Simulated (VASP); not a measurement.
Calculation: SCAN meta-GGA, VASP's PBE PAW potentials (set 64) (plane waves; VASP). For the first row: Run with 520 eV cut-off, 12×12×12 Γ-centred mesh, first-order Methfessel-Paxton smearing of 0.10 eV, potentials Zn Au.

```
system            energy (eV/atom)
----------------  ----------------
AuZn (CsCl type)          -41.6070
Zn atom                   -11.9699
Au atom                   -65.6391
```

Atoms are spin-polarised in a large box without symmetry, with the spin fixed by Hund's rule, and may not be in the lowest state of each functional; no zero-point energy is added.  Spin-orbit coupling is left out, which shifts such energies by up to tenths of an eV for the heavy elements here.

**Question.** What is the cohesive energy per atom of AuZn?

**Answer.** The references average (1×(-11.9699) + 1×(-65.6391))/2 = -38.8045 eV, so the cohesive energy is -38.8045 − (-41.6070) = 2.803 eV/atom.
